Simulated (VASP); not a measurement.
Here is the system:

```xyz
2
Lattice="0.0000 3.3473 3.3473 3.3473 0.0000 3.3473 3.3473 3.3473 0.0000" Properties=species:S:1:pos:R:3 pbc="T T T"
In     0.0000     0.0000     0.0000
Sb     1.6737     1.6737     1.6737
```

These are revPBE GGA, VASP's PBE PAW potentials (set 64) (plane waves; VASP) values and carry that method's errors. Settings: 520 eV cut-off, Gaussian smearing of 0.050 eV, potentials In_d Sb.

**Question.** Give the energies of bands 7 to 12 at the high-symmetry points, in eV from the Fermi level.

**Answer.** 
| band | Γ | X | U | L | W |
|---|---|---|---|---|---|
| 7 | -0.66 | -5.49 | -5.38 | -5.16 | -5.40 |
| 8 | 0.00 | -1.95 | -2.67 | -0.86 | -2.45 |
| 9 | 0.00 | -1.95 | -1.65 | -0.86 | -2.32 |
| 10 | 0.00 | 1.43 | 1.72 | 0.44 | 3.18 |
| 11 | 2.99 | 1.60 | 3.59 | 3.82 | 4.04 |
| 12 | 2.99 | 7.61 | 5.98 | 3.82 | 4.07 |

It has no gap at this level: it comes out as a metal or semimetal.

The compound is InSb in the zinc blende structure. It was relaxed first, which changed the volume by +10 %.
